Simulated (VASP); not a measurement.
Energy against volume of Pt3Ti (L1_2). Computed with optB88-vdW, VASP's PBE PAW potentials (set 64) (plane waves; VASP 6.6.1). Settings: 520 eV cut-off, 8×8×8 Γ-centred mesh, first-order Methfessel-Paxton smearing of 0.10 eV, potentials Ti_sv Pt.

```tsv
V (Å³/atom)	E (eV/atom)
14.509	-4.64522
14.972	-4.68107
15.435	-4.69236
15.898	-4.68315
```

Problem. Fit these four points and predict the energy of the run at 16.361 Å³/atom.

Solution. A cubic in V^(−2/3), the third-order Birch-Murnaghan form, passes through the four points with V0 = 15.44 Å³/atom and B0 = 235 GPa, and gives -4.6568 eV/atom there. The run gave -4.6568 eV/atom, -0.0 meV/atom from the fit; all five points give B0 = 235 GPa.

The compound is Pt3Ti in the L1_2 structure. It was relaxed first.
